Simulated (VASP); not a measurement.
Level of theory: PBEsol GGA, VASP's PBE PAW potentials (set 64) (plane waves; VASP).

VASP input:

### INCAR
```
# general
SYSTEM =CoS
PREC   =Accurate
ENCUT  =400
LREAL  =F   # projection in real space or not
LASPH  =T

# electronic loop
EDIFF  =1E-7   # SCF stop (eV)
NELM   =100
ALGO   =Normal
LMAXMIX=4

# smearing
ISMEAR =-5   # tetrahedra, Bloechl

# functional
GGA    =PS   # PBEsol

# spin
ISPIN  =2
MAGMOM =0.7 0.0

# ions
ISIF   =2   # forces and stress, cell fixed

# output
LWAVE  =F
LCHARG =T
LORBIT =11   # lm-projected
NEDOS  =601   # DOS grid
```

KPOINTS:
```
kpoints
0
Gamma
  14 14 14
0 0 0
```

File POSCAR:
```
CoS
1.0
  2.8301267425   0.0000000000   0.0000000000
  0.0000000000   2.8301267425   0.0000000000
  0.0000000000   0.0000000000   2.8301267425
Co S
1 1
Cartesian
  0.0000000000   0.0000000000   0.0000000000
  1.4150633713   1.4150633713   1.4150633713
```

POTCAR, in this order: Co S (PBE.64 set). Program: vasp_std.

Output

**OUTCAR**
```
 ion  position               nearest neighbor table
   1  0.000  0.000  0.000-   2 2.45   2 2.45   2 2.45   2 2.45   2 2.45   2 2.45   2 2.45   2 2.45
  LATTYP: Found a simple cubic cell.
 ALAT       =     2.8301267425
 Subroutine PRICEL returns:
 Original cell was already a primitive cell.
 Subroutine GETGRP returns: Found 48 space group operations
The static configuration has the point symmetry O_h .
The dynamic configuration has the point symmetry O_h .
The overall configuration has the point symmetry O_h .
 Subroutine INISYM returns: Found 48 space group operations
 Subroutine IBZKPT returns following result:
 Found    120 irreducible k-points:

 Following reciprocal coordinates:
            Coordinates               Weight
  0.000000  0.000000  0.000000      1.000000
  0.071429  0.000000  0.000000      6.000000
  0.142857  0.000000  0.000000      6.000000
  0.214286  0.000000  0.000000      6.000000
  0.285714  0.000000  0.000000      6.000000
  0.357143  0.000000  0.000000      6.000000
  0.428571  0.000000  0.000000      6.000000
  0.500000  0.000000  0.000000      3.000000
  0.071429  0.071429  0.000000     12.000000
...
```

OSZICAR:
```
       N       E                     dE             d eps       ncg     rms          rms(c)
DAV:   1     0.631257151403E+02    0.63126E+02   -0.57606E+03  5440   0.119E+03
DAV:   2    -0.893053459713E+01   -0.72056E+02   -0.66590E+02  5387   0.241E+02
DAV:   3    -0.131168725880E+02   -0.41863E+01   -0.39064E+01  6041   0.650E+01
DAV:   4    -0.132354517215E+02   -0.11858E+00   -0.11749E+00  6447   0.109E+01
DAV:   5    -0.132390266747E+02   -0.35750E-02   -0.35794E-02  6569   0.195E+00    0.204E+01
DAV:   6    -0.162626475902E+02   -0.30236E+01   -0.33238E+01  5885   0.113E+02    0.206E+01
DAV:   7    -0.119934200462E+02    0.42692E+01   -0.18420E+01  6286   0.902E+01    0.726E+00
DAV:   8    -0.120132139191E+02   -0.19794E-01   -0.57251E-01  5910   0.760E+00    0.275E+00
DAV:   9    -0.120062708679E+02    0.69431E-02   -0.18820E-02  7710   0.245E+00    0.959E-01
DAV:  10    -0.120051529399E+02    0.11179E-02   -0.40124E-03  8094   0.732E-01    0.353E-01
DAV:  11    -0.120051196722E+02    0.33268E-04   -0.48617E-04  6832   0.234E-01    0.104E-01
DAV:  12    -0.120051638661E+02   -0.44194E-04   -0.40031E-05  6870   0.113E-01    0.497E-02
DAV:  13    -0.120051657513E+02   -0.18853E-05   -0.18424E-05  7723   0.574E-02    0.143E-02
DAV:  14    -0.120051645573E+02    0.11940E-05   -0.28930E-06  6977   0.217E-02    0.507E-03
DAV:  15    -0.120051644500E+02    0.10737E-06   -0.15327E-07  3523   0.468E-03    0.353E-03
DAV:  16    -0.120051632473E+02    0.12027E-05   -0.70684E-08  3047   0.533E-03    0.137E-03
DAV:  17    -0.120051625482E+02    0.69913E-06   -0.27506E-08  2921   0.192E-03    0.672E-04
DAV:  18    -0.120051622530E+02    0.29515E-06   -0.66131E-09  2859   0.826E-04    0.443E-04
DAV:  19    -0.120051622164E+02    0.36614E-07   -0.20142E-09  2832   0.498E-04
   1 F= -.12005162E+02 E0= -.12005162E+02  d E =0.000000E+00  mag=     0.7097
```

### OUTCAR
```
------------------------ aborting loop because EDIFF is reached ----------------------------------------
  FORCE on cell =-STRESS in cart. coord.  units (eV):
  Direction    XX          YY          ZZ          XY          YZ          ZX
  --------------------------------------------------------------------------------------
  Total        0.0017006      0.0017006      0.0017006      0.0000000     -0.0000000     -0.0000000
  in kB        0.1201942      0.1201942      0.1201942      0.0000000     -0.0000000     -0.0000000
  external PRESSURE =       0.1201942 kB  Pullay stress =       0.0000000 kB
  volume of cell :       22.67
      direct lattice vectors                 reciprocal lattice vectors
     2.830126743  0.000000000  0.000000000     0.353341066  0.000000000  0.000000000
     0.000000000  2.830126743  0.000000000     0.000000000  0.353341066  0.000000000
     0.000000000  0.000000000  2.830126743     0.000000000  0.000000000  0.353341066
 POSITION                                       TOTAL-FORCE (eV/Angst)
 -----------------------------------------------------------------------------------
      0.00000      0.00000      0.00000         0.000000      0.000000      0.000000
      1.41506      1.41506      1.41506         0.000000      0.000000      0.000000
 -----------------------------------------------------------------------------------
    total drift:                                0.000000     -0.000000     -0.000000
  FREE ENERGIE OF THE ION-ELECTRON SYSTEM (eV)
  ---------------------------------------------------
  free  energy   TOTEN  =       -12.0051622164 eV

  energy  without entropy=      -12.0051622164  energy(sigma->0) =      -12.00516222

 total charge

# of ion       s       p       d       tot
------------------------------------------
    1        0.350   0.443   7.455   8.248
    2        1.402   2.172   0.000   3.573
--------------------------------------------------
tot          1.752   2.615   7.455  11.821

 magnetization (x)

# of ion       s       p       d       tot
------------------------------------------
    1        0.001   0.001   0.715   0.716
    2        0.010   0.005   0.000   0.015
--------------------------------------------------
tot          0.010   0.006   0.715   0.731
```
(Selected blocks of OUTCAR.)

The moments were started parallel, and other spin orders were not tried in this run. For a metal the tetrahedron method with Blöchl corrections gives inexact stress and forces.

The structure was generated: CoS was put into the CsCl type type (Pm-3m), which need not be its known phase. It was relaxed first, which changed the volume by -16 %.
